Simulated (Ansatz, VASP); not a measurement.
Bi2H6Rh in VASP and in Ansatz

INCAR

```
PREC = Accurate
ENCUT = 520
EDIFF = 1E-6
ISMEAR = 0
SIGMA = 0.1
LREAL = False
LASPH = True
NELM = 80
ALGO = Normal
ISIF = 2
LWAVE = False
LCHARG = False
GGA = PE
NBANDS = 36
```

The input KPOINTS:

```
regular mesh
0
Gamma
  6 6 1
```

The input POSCAR:

```
Bi2H6Rh
1.0
    2.7248808200      0.0000000000      0.0000000000
   -1.3624404100      2.3598160100      0.0000000000
    0.0000000000      0.0000000000     24.2716566600
Bi H Rh
2 6 1
Direct
    0.3333333300      0.6666666700      0.7691200400
    0.3333333300      0.6666666700      0.2308799600
    0.3333333300      0.6666666700      0.0550093600
    0.6666666700      0.3333333300      0.7144401700
    0.6666666700      0.3333333300      0.1761664700
    0.6666666700      0.3333333300      0.8238335300
    0.6666666700      0.3333333300      0.2855598300
    0.3333333300      0.6666666700      0.9449906400
    0.6666666700      0.3333333300      0.0000000000
```

Input for Ansatz:

```yaml
crystal:
  lattice:
    - [2.72488082, 0.0, 0.0]
    - [-1.36244041, 2.35981601, 0.0]
    - [0.0, 0.0, 24.27165666]
  atoms:
    - { symbol: Bi, position: [0.33333333, 0.66666667, 0.76912004] }
    - { symbol: Bi, position: [0.33333333, 0.66666667, 0.23087996] }
    - { symbol: H, position: [0.33333333, 0.66666667, 0.05500936] }
    - { symbol: H, position: [0.66666667, 0.33333333, 0.71444017] }
    - { symbol: H, position: [0.66666667, 0.33333333, 0.17616647] }
    - { symbol: H, position: [0.66666667, 0.33333333, 0.82383353] }
    - { symbol: H, position: [0.66666667, 0.33333333, 0.28555983] }
    - { symbol: H, position: [0.33333333, 0.66666667, 0.94499064] }
    - { symbol: Rh, position: [0.66666667, 0.33333333, 0.0] }
basis:
  ecutwfc: 420
kpoints:
  mp_grid: { grid: [6, 6, 1] }
hamiltonian:
  xc: pbe
scf:
  occupations: { method: gaussian, width: 0.1 }
  lower_state_search: "off"
output:
  forces: true
  stress: true
  eigenvalues: true
```

Change from the starting cell: species swapped into the Mo2WS6 type (P-6m2, No. 187).

Alike in both runs: task single point; functional PBE; k mesh 6 × 6 × 1; occupations gaussian, width 0.1 eV; no spin polarisation.

|  | VASP | Ansatz |
| --- | --- | --- |
| version | VASP 6.6.1 | Ansatz 0.2.0 |
| potentials or method | VASP PAW PBE potentials, release 64 (Bi_d, H, Rh_pv) | scalar-relativistic, plane waves, PAW |
| plane-wave cutoff (eV) | 520 | 420 |
| valence electrons in the cell | 51 | 53 |

VASP gave:

```
gap on the k mesh at the Fermi level (eV) : none
rms of the force components (eV/Å)        : 0.801
```

**Question.** Estimate Ansatz's values.

**Answer.** gap on the k mesh at the Fermi level (eV): none; rms of the force components (eV/Å): 0.800.

Atom by atom the forces differ by 0.002 eV/Å (rms over components). A gap of «none» marks a metal or a gap that the smearing closes. The two sets of potentials don't hold the same shells in valence.

Caveats: the k mesh is coarse (spacing up to 0.44 Å⁻¹), so the values aren't converged; spin-orbit coupling is left out, which moves the levels of the heavy elements.
